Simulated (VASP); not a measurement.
Input:

```
BaO
1.0
    0.00000     2.73256     2.73256
    2.73256     0.00000     2.73256
    2.73256     2.73256     0.00000
Ba O
1 1
Direct
  0.00000   0.00000   0.00000
  0.50000   0.50000   0.50000
```

Computed with G0W0 on PBE orbitals, VASP's PBE PAW potentials (set 64) (plane waves; VASP). Numerical set-up: PREC = Normal, 500 eV cut-off, 4×4×4 Γ-centred mesh, Gaussian smearing of 0.010 eV, potentials Ba_sv_GW O_GW_new.

The mesh is coarse and the basis finite, so the quasiparticle values are not converged.

NBANDS = 160, ENCUTGW = 200 eV, NOMEGA = 64. The PBE levels (eV) that the step starts from are:

| state | KS energy | filling |
|---|---|---|
| k1 (0.00, 0.00, 0.00), band 5 | -5.23 | 2 |
| k1 (0.00, 0.00, 0.00), band 6 | 4.46 | 2 |
| k1 (0.00, 0.00, 0.00), band 7 | 4.46 | 2 |
| k1 (0.00, 0.00, 0.00), band 8 | 4.46 | 2 |
| k1 (0.00, 0.00, 0.00), band 9 | 8.80 | 0 |
| k1 (0.00, 0.00, 0.00), band 10 | 9.75 | 0 |
| k1 (0.00, 0.00, 0.00), band 11 | 9.75 | 0 |
| k1 (0.00, 0.00, 0.00), band 12 | 9.75 | 0 |
| k7 (0.50, 0.50, 0.00), band 5 | -5.89 | 2 |
| k7 (0.50, 0.50, 0.00), band 6 | 4.75 | 2 |
| k7 (0.50, 0.50, 0.00), band 7 | 4.75 | 2 |
| k7 (0.50, 0.50, 0.00), band 8 | 5.04 | 2 |
| k7 (0.50, 0.50, 0.00), band 9 | 6.93 | 0 |
| k7 (0.50, 0.50, 0.00), band 10 | 11.21 | 0 |
| k7 (0.50, 0.50, 0.00), band 11 | 13.59 | 0 |
| k7 (0.50, 0.50, 0.00), band 12 | 14.16 | 0 |

Give the quasiparticle energies and renormalisation factors Z.

```
state                           QP energy (eV)     Z
------------------------------  --------------  ----
k1 (0.00, 0.00, 0.00), band 5            -6.87  0.78
k1 (0.00, 0.00, 0.00), band 6             3.72  0.72
k1 (0.00, 0.00, 0.00), band 7             3.72  0.72
k1 (0.00, 0.00, 0.00), band 8             3.72  0.72
k1 (0.00, 0.00, 0.00), band 9             9.27  0.82
k1 (0.00, 0.00, 0.00), band 10           10.41  0.81
k1 (0.00, 0.00, 0.00), band 11           10.41  0.81
k1 (0.00, 0.00, 0.00), band 12           10.41  0.81
k7 (0.50, 0.50, 0.00), band 5            -7.55  0.77
k7 (0.50, 0.50, 0.00), band 6             4.01  0.72
k7 (0.50, 0.50, 0.00), band 7             4.01  0.72
k7 (0.50, 0.50, 0.00), band 8             4.28  0.73
k7 (0.50, 0.50, 0.00), band 9             7.33  0.82
k7 (0.50, 0.50, 0.00), band 10           12.06  0.80
k7 (0.50, 0.50, 0.00), band 11           15.44  0.78
k7 (0.50, 0.50, 0.00), band 12           15.21  0.79
```
On the mesh the gap opens from 1.89 to 3.05 eV.

The compound is BaO in the rock salt structure. This cell is one point of a volume scan, at 0.96 of the reference volume. The k-mesh is coarse (spacing up to 0.50 per Å, 2π included), so the numbers may not be converged in it.
